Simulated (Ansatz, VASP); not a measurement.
# Two plane-wave programs on CsBa3

```xyz
4
Lattice="0.0000 5.2559 5.2559 5.2559 0.0000 5.2559 5.2559 5.2559 0.0000" Properties=species:S:1:pos:R:3 pbc="T T T"
Ba    5.2559    5.2559    5.2559
Ba    7.8838    7.8838    7.8838
Ba    2.6279    2.6279    2.6279
Cs    0.0000    0.0000    0.0000
```

Change from the starting cell: volume scaled by 1.02.

Alike in both runs: task single point; functional PBE; k mesh 5 × 5 × 5; occupations fermi-dirac, width 0.05 eV; no spin polarisation.

```csv
,VASP,Ansatz
version,VASP 6.6.1,Ansatz 0.2.0
potentials or method,"VASP PAW PBE potentials, release 64 (Ba_sv, Cs_sv)",Ansatz PAW
plane-wave cutoff (eV),520,420
valence electrons in the cell,39,39
```

|  | VASP | Ansatz | Ansatz less VASP |
| --- | --- | --- | --- |
| gap on the k mesh at the Fermi level (eV) | none | none | - |
| pressure (GPa) | -0.1 | -0.1 | -0.01 |

A gap of «none» marks a metal or a gap that the smearing closes. With one functional, cell and mesh, what is left measures potentials, basis and numerics.

Spin-orbit coupling is left out, which matters for the levels of Ba, Cs.
